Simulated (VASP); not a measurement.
```yaml
crystal:
  lattice:
    - [1.73455, 1.00145, 5.60057]
    - [-1.73455, 1.00145, 5.60057]
    - [0.00000, -2.00289, 5.60057]
  atoms:
    - { symbol: Tl, position: [0.50000, 0.50000, 0.50000] }
    - { symbol: Pb, position: [0.00000, 0.00000, 0.00000] }
```

Computed with PBEsol GGA, VASP's PBE PAW potentials (set 64) (plane waves; VASP). Run with 400 eV cut-off, Gaussian smearing of 0.050 eV, potentials Tl_d Pb_d.

Problem. Give the energies of bands 11 to 16 at the high-symmetry points, in eV from the Fermi level.

Solution. 
| band | Γ | T | H2 | L | S0 | F |
|---|---|---|---|---|---|---|
| 11 | -11.14 | -10.59 | -6.99 | -7.69 | -6.98 | -7.43 |
| 12 | -6.40 | -8.76 | -4.60 | -5.58 | -4.59 | -4.49 |
| 13 | -3.64 | 1.84 | -2.35 | -1.86 | -2.31 | -3.84 |
| 14 | 6.36 | 2.26 | -1.73 | -1.11 | -1.00 | -2.51 |
| 15 | 6.36 | 6.74 | 0.25 | 1.83 | -0.84 | 2.74 |
| 16 | 9.11 | 6.74 | 1.17 | 2.41 | 1.60 | 3.14 |

It has no gap at this level: it comes out as a metal or semimetal.

The structure comes from a computed database's TlPb entry (R-3m); how it stands against other phases isn't given here. It was relaxed first. The electron count is odd and the run is not spin-polarised, which forces a metal.
